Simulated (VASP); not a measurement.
Level of theory: LDA (Ceperley-Alder, Perdew-Zunger), VASP's LDA PAW potentials (set 64) (plane waves; VASP).

A VASP calculation is set up with these files.

KPOINTS:
```
Automatic mesh
0
gamma
9 9 9
0 0 0
```

POSCAR:
```
HfO2
1
    0.0000000000     2.5399230845     2.5399230845
    2.5399230845     0.0000000000     2.5399230845
    2.5399230845     2.5399230845     0.0000000000
Hf O
1 2
Direct
  0.0000000000   0.0000000000   0.0000000000
  0.2500000000   0.2500000000   0.2500000000
  0.7500000000   0.7500000000   0.7500000000
```

**INCAR**
```
SYSTEM = HfO2
PREC = Accurate
ENCUT = 520
EDIFF = 1E-7
NELM = 100
ALGO = Normal
LREAL = .FALSE.
LASPH = .TRUE.
ISMEAR = 0
SIGMA = 0.05
LMAXMIX = 6
LWAVE = .FALSE.
LCHARG = .FALSE.
ISIF = 2
```

POTCAR, in this order: Hf_pv O (LDA.64 set). Program: vasp_std.

Q: What does the run give for the energy per atom (σ→0), pressure?

A: 
| Quantity | Result |
|---|---|
| energy per atom (σ→0) | -10.994 eV/atom |
| pressure | -14.89 GPa |

**OSZICAR**
```
...
DAV:   8    -0.329946009642E+02    0.63674E-01   -0.24920E-01  1358   0.502E+00    0.572E+00
DAV:   9    -0.329831776780E+02    0.11423E-01   -0.37934E-02  1246   0.183E+00    0.176E+00
DAV:  10    -0.329828131408E+02    0.36454E-03   -0.29628E-03  1444   0.421E-01    0.179E-01
DAV:  11    -0.329827999502E+02    0.13191E-04   -0.16452E-04  1190   0.105E-01    0.121E-01
DAV:  12    -0.329827996558E+02    0.29435E-06   -0.63658E-06  1435   0.223E-02    0.887E-03
DAV:  13    -0.329827995340E+02    0.12178E-06   -0.15739E-06  1246   0.880E-03    0.426E-03
DAV:  14    -0.329827995340E+02    0.30013E-10   -0.82360E-08   917   0.246E-03
   1 F= -.32982800E+02 E0= -.32982800E+02  d E =-.622466E-16
```

The compound is HfO2 in the fluorite structure, the high-temperature cubic form, which is unstable at 0 K; the monoclinic form is the stable one. This cell is one point of a volume scan, at 1.06 of the reference volume.
